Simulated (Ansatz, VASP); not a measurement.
# BiAu in VASP and in Ansatz

File INCAR:

```
SYSTEM = BiAu
PREC = Accurate
ENCUT = 520
EDIFF = 1E-8
ISMEAR = -1
SIGMA = 0.05
LREAL = .False.
LASPH = .True.
NELM = 150
ALGO = Normal
ISIF = 2
LWAVE = .False.
LCHARG = .False.
MAGMOM = 0 0 0 0 0 0
LORBIT = 11
LSORBIT = .True.
GGA_COMPAT = .False.
LORBMOM = .True.
LMAXMIX = 4
GGA = PE
LEFG = .True.
NBANDS = 38
```

File KPOINTS:

```
Automatic mesh
0
Gamma
  11 11 11
  0 0 0
```

POSCAR

```
BiAu
1.0
    0.0000000000      3.2283726352      3.2283726352
    3.2283726352      0.0000000000      3.2283726352
    3.2283726352      3.2283726352      0.0000000000
Au Bi
1 1
Direct
    0.0000000000      0.0000000000      0.0000000000
    0.2500000000      0.2500000000      0.2500000000
```

Input for Ansatz:

```yaml
crystal:
  lattice:
    - [0.0, 3.2283726352, 3.2283726352]
    - [3.2283726352, 0.0, 3.2283726352]
    - [3.2283726352, 3.2283726352, 0.0]
  atoms:
    - { symbol: Au, position: [0.0, 0.0, 0.0] }
    - { symbol: Bi, position: [0.25, 0.25, 0.25] }
kpoints:
  mp_grid: { grid: [11, 11, 11] }
  band_path:
    path:
      - [0.0, 0.0, 0.0]
      - [-0.5, -0.5, 0.0]
      - [-0.375, -0.375, 0.25]
      - [-0.375, 0.0, 0.375]
      - [0.0, 0.0, 0.0]
      - [0.0, 0.0, 0.5]
      - [-0.5, -0.25, 0.25]
      - [-0.5, -0.5, 0.0]
    npoints: 5
scf:
  occupations: { method: fermi_dirac, width: 0.05 }
hamiltonian:
  xc: pbe
  pseudopotentials: { kind: paw_fr }
output:
  forces: true
  stress: true
  eigenvalues: true
  efg: { contact_densities: true }
magnetization:
  noncollinear: true
  spin_orbit: true
```

Alike in both runs: task electric field gradients; functional PBE; k mesh 11 × 11 × 11; occupations fermi-dirac, width 0.05 eV; non-collinear spin, spin-orbit coupling.

|  | VASP | Ansatz |
| --- | --- | --- |
| version | VASP 6.6.1 | Ansatz 0.2.0 |
| potentials or method | VASP PAW PBE potentials, release 64 (Au, Bi_d) | PAW with Ansatz's default frozen-core files, fully relativistic files with spin-orbit coupling |
| plane-wave cutoff (eV) | 520 | 420 |
| valence electrons in the cell | 26 | 34 |

|  | VASP | Ansatz | Ansatz less VASP |
| --- | --- | --- | --- |
| pressure (GPa) | 0.2 | 0.2 | +0.02 |
| net moment per atom (μB) | 0.00 | 0.00 | 0.000 |
| Vzz of the field gradient on the site that differs most (V/Å²) | 0.0 | 0.0 | 0.00 |

The two sets of potentials don't hold the same shells in valence.
